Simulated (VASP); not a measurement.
```
Pb
1.0
    0.00000     2.44225     2.44225
    2.44225     0.00000     2.44225
    2.44225     2.44225     0.00000
Pb
1
Direct
  0.00000   0.00000   0.00000
```

Computed with vdW-DF-cx, VASP's PBE PAW potentials (set 64) (plane waves; VASP). Numerical set-up: 520 eV cut-off, 13×13×13 Γ-centred mesh, first-order Methfessel-Paxton smearing of 0.10 eV, potentials Pb_d.

Give the stress tensor in GPa (positive for a compressed cell).

```
1.65  0.00  0.00
0.00  1.65  0.00
0.00  0.00  1.65
```
The pressure is its mean diagonal, 1.65 GPa.

The compound is Pb in the fcc structure. This cell is one point of a volume scan, at 0.97 of the reference volume.
